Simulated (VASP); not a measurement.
OSZICAR of a VASP run on Sr (fcc):

File OSZICAR:
```
       N       E                     dE             d eps       ncg     rms          rms(c)
DAV:   1     0.371231854654E+02    0.37123E+02   -0.47932E+03  1008   0.929E+02
DAV:   2    -0.109802706593E+00   -0.37233E+02   -0.36780E+02  1114   0.166E+02
DAV:   3    -0.157638134603E+01   -0.14666E+01   -0.14587E+01  1488   0.274E+01
DAV:   4    -0.163674084607E+01   -0.60360E-01   -0.60338E-01  1466   0.470E+00
DAV:   5    -0.163757521492E+01   -0.83437E-03   -0.83410E-03  1612   0.445E-01    0.111E+01
DAV:   6    -0.163822872494E+01   -0.65351E-03   -0.64173E-03  1231   0.111E+00    0.630E+00
DAV:   7    -0.163857327316E+01   -0.34455E-03   -0.11288E-02  1132   0.146E+00    0.288E-01
DAV:   8    -0.163856671168E+01    0.65615E-05   -0.18103E-03  1550   0.262E-01    0.124E-01
DAV:   9    -0.163858439444E+01   -0.17683E-04   -0.23801E-05  1367   0.542E-02    0.362E-02
DAV:  10    -0.163859817268E+01   -0.13778E-04   -0.10160E-05  1182   0.336E-02    0.383E-02
DAV:  11    -0.163859744956E+01    0.72312E-06   -0.57465E-07   776   0.826E-03
   1 F= -.16385974E+01 E0= -.16384458E+01  d E =-.163860E+01
```

Question: Which electronic solver shows in the log?

Answer: It is blocked Davidson (ALGO = Normal, or the opening steps of other solvers). The INCAR had ALGO = Normal.

Question: Can the final energy be trusted as converged?

Answer: The calculation finished and met its thresholds. It stopped with EDIFF = 1E-6, NELM = 100, NSW = 40 and EDIFFG = -0.02 after 1 ionic step (PBE GGA, plane waves, VASP's PBE PAW potentials (set 64)).

The compound is Sr in the fcc structure. It was relaxed first.
